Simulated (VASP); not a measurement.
OSZICAR of a VASP run on PtTe (relaxed from the wurtzite structure, space group P6_3mc):

File OSZICAR:
```
...
DAV:   2    -0.187923517442E+02    0.31545E-02   -0.71613E-03  1380   0.571E-01    0.132E-01
DAV:   3    -0.187915467291E+02    0.80502E-03   -0.16612E-03  1408   0.244E-01    0.703E-02
DAV:   4    -0.187914731130E+02    0.73616E-04   -0.24344E-04  1432   0.931E-02    0.245E-02
DAV:   5    -0.187914710109E+02    0.21021E-05   -0.14340E-05  1356   0.242E-02    0.103E-02
DAV:   6    -0.187914715080E+02   -0.49707E-06   -0.29455E-06   908   0.112E-02
   4 F= -.18791472E+02 E0= -.18790382E+02  d E =-.306550E-02
       N       E                     dE             d eps       ncg     rms          rms(c)
DAV:   1    -0.188359691197E+02   -0.44498E-01   -0.19318E+00  1200   0.906E+00    0.117E+00
DAV:   2    -0.188067549659E+02    0.29214E-01   -0.65524E-02  1372   0.172E+00    0.403E-01
DAV:   3    -0.187991162090E+02    0.76388E-02   -0.15490E-02  1420   0.751E-01    0.213E-01
DAV:   4    -0.187983840964E+02    0.73211E-03   -0.23206E-03  1432   0.291E-01    0.683E-02
DAV:   5    -0.187983558235E+02    0.28273E-04   -0.14353E-04  1356   0.774E-02    0.297E-02
DAV:   6    -0.187983573762E+02   -0.15527E-05   -0.28571E-05  1412   0.329E-02    0.120E-02
DAV:   7    -0.187983585649E+02   -0.11887E-05   -0.39324E-06  1284   0.137E-02    0.354E-03
DAV:   8    -0.187983590325E+02   -0.46760E-06   -0.67380E-07   712   0.541E-03
   5 F= -.18798359E+02 E0= -.18798976E+02  d E =-.995303E-02
       N       E                     dE             d eps       ncg     rms          rms(c)
DAV:   1    -0.189484016627E+02   -0.15004E+00   -0.76329E+00  1200   0.180E+01    0.236E+00
DAV:   2    -0.188278852960E+02    0.12052E+00   -0.26972E-01  1380   0.347E+00    0.813E-01
DAV:   3    -0.187973339351E+02    0.30551E-01   -0.61715E-02  1420   0.150E+00    0.459E-01
DAV:   4    -0.187944656033E+02    0.28683E-02   -0.90852E-03  1404   0.577E-01    0.143E-01
DAV:   5    -0.187943081667E+02    0.15744E-03   -0.60826E-04  1400   0.165E-01    0.646E-02
DAV:   6    -0.187943050270E+02    0.31397E-05   -0.12082E-04  1380   0.671E-02    0.246E-02
DAV:   7    -0.187943088814E+02   -0.38544E-05   -0.12726E-05  1328   0.247E-02    0.900E-03
DAV:   8    -0.187943108099E+02   -0.19285E-05   -0.25456E-06  1112   0.105E-02    0.330E-03
DAV:   9    -0.187943109900E+02   -0.18010E-06   -0.36959E-07   636   0.379E-03
   6 F= -.18794311E+02 E0= -.18794256E+02  d E =-.590498E-02
       N       E                     dE             d eps       ncg     rms          rms(c)
DAV:   1    -0.188613887407E+02   -0.67078E-01   -0.31743E+00  1200   0.116E+01    0.152E+00
DAV:   2    -0.188130109976E+02    0.48378E-01   -0.10737E-01  1368   0.225E+00    0.514E-01
DAV:   3    -0.188009286639E+02    0.12082E-01   -0.24775E-02  1424   0.942E-01    0.276E-01
DAV:   4    -0.187997226729E+02    0.12060E-02   -0.36223E-03  1424   0.358E-01    0.936E-02
DAV:   5    -0.187996581909E+02    0.64482E-04   -0.22533E-04  1376   0.943E-02    0.389E-02
DAV:   6    -0.187996572403E+02    0.95053E-06   -0.47092E-05  1392   0.427E-02    0.155E-02
DAV:   7    -0.187996581091E+02   -0.86882E-06   -0.78184E-06  1296   0.202E-02
   7 F= -.18799658E+02 E0= -.18800206E+02  d E =-.112521E-01
       N       E                     dE             d eps       ncg     rms          rms(c)
DAV:   1    -0.188148564866E+02   -0.15199E-01   -0.75371E-01  1200   0.517E+00    0.477E-01
DAV:   2    -0.188095279935E+02    0.53285E-02   -0.31043E-02  1336   0.142E+00    0.195E-01
DAV:   3    -0.188086041372E+02    0.92386E-03   -0.20273E-03  1372   0.350E-01    0.114E-01
DAV:   4    -0.188083292134E+02    0.27492E-03   -0.88737E-04  1340   0.166E-01    0.419E-02
DAV:   5    -0.188083249179E+02    0.42955E-05   -0.79921E-05  1464   0.577E-02    0.391E-02
DAV:   6    -0.188083262831E+02   -0.13652E-05   -0.58859E-06  1292   0.168E-02    0.179E-02
DAV:   7    -0.188083272137E+02   -0.93066E-06   -0.16386E-06   776   0.842E-03
   8 F= -.18808327E+02 E0= -.18808716E+02  d E =-.866910E-02
       N       E                     dE             d eps       ncg     rms          rms(c)
DAV:   1    -0.188857518208E+02   -0.77426E-01   -0.67836E+00  1200   0.155E+01    0.146E+00
DAV:   2    -0.188374307802E+02    0.48321E-01   -0.28988E-01  1340   0.429E+00    0.583E-01
DAV:   3    -0.188293836439E+02    0.80471E-02   -0.18115E-02  1376   0.105E+00    0.326E-01
DAV:   4    -0.188270102561E+02    0.23734E-02   -0.80686E-03  1336   0.498E-01    0.130E-01
DAV:   5    -0.188269756229E+02    0.34633E-04   -0.66919E-04  1432   0.169E-01    0.125E-01
DAV:   6    -0.188269822905E+02   -0.66676E-05   -0.47211E-05  1416   0.470E-02    0.600E-02
DAV:   7    -0.188269878343E+02   -0.55437E-05   -0.19123E-05  1380   0.266E-02    0.124E-02
DAV:   8    -0.188269882770E+02   -0.44275E-06   -0.18386E-06   868   0.872E-03
   9 F= -.18826988E+02 E0= -.18826894E+02  d E =-.273302E-01
       N       E                     dE             d eps       ncg     rms          rms(c)
DAV:   1    -0.190776962549E+02   -0.25071E+00   -0.27177E+01  1200   0.310E+01    0.301E+00
DAV:   2    -0.188800293447E+02    0.19767E+00   -0.12069E+00  1348   0.860E+00    0.118E+00
DAV:   3    -0.188480919159E+02    0.31937E-01   -0.71705E-02  1364   0.208E+00    0.589E-01
DAV:   4    -0.188381513804E+02    0.99405E-02   -0.35795E-02  1344   0.106E+00    0.287E-01
DAV:   5    -0.188380924644E+02    0.58916E-04   -0.27761E-03  1380   0.337E-01    0.293E-01
DAV:   6    -0.188381047350E+02   -0.12271E-04   -0.15165E-04  1536   0.807E-02    0.173E-01
DAV:   7    -0.188381197654E+02   -0.15030E-04   -0.15067E-04  1316   0.707E-02    0.235E-02
DAV:   8    -0.188381224445E+02   -0.26791E-05   -0.13021E-05  1356   0.209E-02    0.164E-02
DAV:   9    -0.188381230409E+02   -0.59646E-06   -0.75757E-07   768   0.583E-03
  10 F= -.18838123E+02 E0= -.18840305E+02  d E =-.384649E-01
       N       E                     dE             d eps       ncg     rms          rms(c)
DAV:   1    -0.188715935280E+02   -0.33471E-01   -0.34701E+00  1200   0.112E+01    0.103E+00
DAV:   2    -0.188451181471E+02    0.26475E-01   -0.14212E-01  1340   0.312E+00    0.437E-01
DAV:   3    -0.188407971945E+02    0.43210E-02   -0.94468E-03  1376   0.731E-01    0.241E-01
DAV:   4    -0.188394568476E+02    0.13403E-02   -0.41377E-03  1316   0.364E-01    0.106E-01
DAV:   5    -0.188394336057E+02    0.23242E-04   -0.38204E-04  1452   0.121E-01    0.101E-01
DAV:   6    -0.188394346421E+02   -0.10363E-05   -0.25386E-05  1320   0.349E-02    0.509E-02
DAV:   7    -0.188394360102E+02   -0.13681E-05   -0.10315E-05  1384   0.197E-02    0.806E-03
DAV:   8    -0.188394364682E+02   -0.45803E-06   -0.82992E-07   676   0.652E-03
  11 F= -.18839436E+02 E0= -.18840712E+02  d E =-.397784E-01
       N       E                     dE             d eps       ncg     rms          rms(c)
DAV:   1    -0.188793451521E+02   -0.39909E-01   -0.28875E+00  1200   0.103E+01    0.979E-01
DAV:   2    -0.188552465205E+02    0.24099E-01   -0.11800E-01  1356   0.283E+00    0.433E-01
DAV:   3    -0.188509114968E+02    0.43350E-02   -0.96477E-03  1332   0.719E-01    0.257E-01
DAV:   4    -0.188496461263E+02    0.12654E-02   -0.34584E-03  1380   0.342E-01    0.106E-01
DAV:   5    -0.188495852526E+02    0.60874E-04   -0.35620E-04  1460   0.120E-01    0.745E-02
DAV:   6    -0.188495787308E+02    0.65217E-05   -0.34325E-05  1276   0.406E-02    0.316E-02
DAV:   7    -0.188495785210E+02    0.20984E-06   -0.75245E-06  1356   0.180E-02
  12 F= -.18849579E+02 E0= -.18851836E+02  d E =-.101421E-01
       N       E                     dE             d eps       ncg     rms          rms(c)
DAV:   1    -0.188533437950E+02   -0.37651E-02   -0.29409E-01  1200   0.327E+00    0.315E-01
DAV:   2    -0.188508960498E+02    0.24477E-02   -0.12080E-02  1352   0.900E-01    0.140E-01
DAV:   3    -0.188504477365E+02    0.44831E-03   -0.99023E-04  1336   0.232E-01    0.792E-02
DAV:   4    -0.188503123976E+02    0.13534E-03   -0.35841E-04  1368   0.111E-01    0.338E-02
DAV:   5    -0.188503052986E+02    0.70990E-05   -0.37668E-05  1460   0.388E-02    0.245E-02
DAV:   6    -0.188503042448E+02    0.10538E-05   -0.34847E-06  1140   0.129E-02    0.106E-02
DAV:   7    -0.188503040339E+02    0.21093E-06   -0.81706E-07   604   0.612E-03
  13 F= -.18850304E+02 E0= -.18852658E+02  d E =-.108676E-01
       N       E                     dE             d eps       ncg     rms          rms(c)
DAV:   1    -0.188539895784E+02   -0.36853E-02   -0.14166E-01  1208   0.245E+00    0.367E-01
DAV:   2    -0.188521269907E+02    0.18626E-02   -0.64095E-03  1332   0.567E-01    0.115E-01
DAV:   3    -0.188517206840E+02    0.40631E-03   -0.75718E-04  1412   0.172E-01    0.705E-02
DAV:   4    -0.188516319676E+02    0.88716E-04   -0.20200E-04  1328   0.882E-02    0.324E-02
DAV:   5    -0.188516255936E+02    0.63739E-05   -0.21290E-05  1468   0.269E-02    0.159E-02
DAV:   6    -0.188516250404E+02    0.55326E-06   -0.13970E-06   716   0.794E-03
  14 F= -.18851625E+02 E0= -.18853819E+02  d E =-.132101E-02
       N       E                     dE             d eps       ncg     rms          rms(c)
DAV:   1    -0.188521472002E+02   -0.52161E-03   -0.24214E-02  1208   0.101E+00    0.151E-01
DAV:   2    -0.188518287035E+02    0.31850E-03   -0.10968E-03  1332   0.234E-01    0.473E-02
DAV:   3    -0.188517591112E+02    0.69592E-04   -0.12969E-04  1416   0.712E-02    0.287E-02
DAV:   4    -0.188517435646E+02    0.15547E-04   -0.34356E-05  1328   0.364E-02    0.135E-02
DAV:   5    -0.188517422306E+02    0.13340E-05   -0.35047E-06  1128   0.112E-02    0.622E-03
DAV:   6    -0.188517420823E+02    0.14832E-06   -0.40859E-07   616   0.390E-03
  15 F= -.18851742E+02 E0= -.18853853E+02  d E =-.143805E-02
```

Q: Which electronic solver shows in the log?

A: It is blocked Davidson (ALGO = Normal, or the opening steps of other solvers). The INCAR had ALGO = Normal.

Q: Can the final energy be trusted as converged?

A: Self-consistency was reached. It stopped with EDIFF = 1E-6, NELM = 100, NSW = 60 and EDIFFG = -0.02 after 15 ionic steps (PBE GGA, plane waves, VASP's PBE PAW potentials (set 64)).

The structure was generated: PtTe was put into the wurtzite type (P6_3mc), which need not be its known phase. This run relaxes it. Symmetry was kept, so distortions that lower it aren't found. The start is the result of an earlier pass.
